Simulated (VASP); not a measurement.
```xyz
2
Lattice="3.6843 0.0000 0.0000 -1.8421 3.1907 0.0000 0.0000 0.0000 5.6768" Properties=species:S:1:pos:R:3 pbc="T T T"
Y      1.8421     1.0636     4.2576
Y      0.0000     2.1271     1.4192
```

Computed with r2SCAN meta-GGA, VASP's PBE PAW potentials (set 64) (plane waves; VASP 6.6.1). Run with PREC = Normal, EDIFF = 1E-5, 400 eV cut-off, 13×13×7 Γ-centred mesh, first-order Methfessel-Paxton smearing of 0.10 eV, potentials Y_sv.

### Question
What does the run give for the energy per atom (σ→0), band gap (on the k-mesh) with the smallest direct gap where there is one?

### Answer

- band gap (on the k-mesh) = none (metal, semimetal or under 0.01 eV)
- energy per atom (σ→0) = -20270 meV/atom

The absolute energy has meaning only against runs of the same code, potentials and settings.

The compound is Y in the hcp structure. It was relaxed first.
